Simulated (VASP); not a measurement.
Input for VASP

### POSCAR
```
Ho
1
    3.5155100000     0.0000000000     0.0000000000
   -1.7577550000     3.0445200000     0.0000000000
    0.0000000000     0.0000000000    11.3111760000
Ho
4
Direct
  0.0000000000   0.0000000000   0.0000000000
  0.0000000000   0.0000000000   0.5000000000
  0.3333330000   0.6666670000   0.2500000000
  0.6666670000   0.3333330000   0.7500000000
```

INCAR:
```
ALGO=Normal
EDIFF=1E-6
ENCUT=300
GGA=PE
ISIF=2
ISMEAR=-1
ISPIN=2
LASPH=.TRUE.
LCHARG=.FALSE.
LMAXMIX=6
LORBIT=11
LREAL=.FALSE.
LWAVE=.FALSE.
MAGMOM=4*4.0
NELM=100
PREC=Accurate
SIGMA=0.1
SYSTEM=Ho
```

**KPOINTS**
```
Automatic mesh
0
G
 7 7 2
```

POTCAR, in this order: Ho (PBE.64 set). Program: vasp_std.

Question: Translate this PBE calculation to Ansatz.

Answer: One equivalent input (not run):
Ansatz 0.2 input:
```yaml
crystal:
  lattice:
    - [3.5155100, 0.0000000, 0.0000000]
    - [-1.7577550, 3.0445200, 0.0000000]
    - [0.0000000, 0.0000000, 11.3111760]
  atoms:
    - { symbol: Ho, position: [0.0000000, 0.0000000, 0.0000000], spin: 4 }
    - { symbol: Ho, position: [0.0000000, 0.0000000, 0.5000000], spin: 4 }
    - { symbol: Ho, position: [0.3333330, 0.6666670, 0.2500000], spin: 4 }
    - { symbol: Ho, position: [0.6666670, 0.3333330, 0.7500000], spin: 4 }
kpoints:
  mp_grid: { grid: [7, 7, 2] }
hamiltonian:
  xc: pbe
  pseudopotentials: { kind: paw }
magnetization: { spin_polarized: true }
scf:
  occupations: { method: fermi_dirac, width: 0.1 }
  max_iter: 100
output: { forces: true, stress: true, eigenvalues: true }
```
The two are equivalent in intent, not identical: each code has its own PAW files, so the cut-off isn't converted (ENCUT is set for VASP's; basis.ecutwfc is left out, and Ansatz then takes the one that its files recommend); Ansatz stops its SCF on the density residual and VASP on the energy change (EDIFF).

The structure was generated: Ho was put into an ordered model structure, which need not be its known phase. The cell was not relaxed at this level.
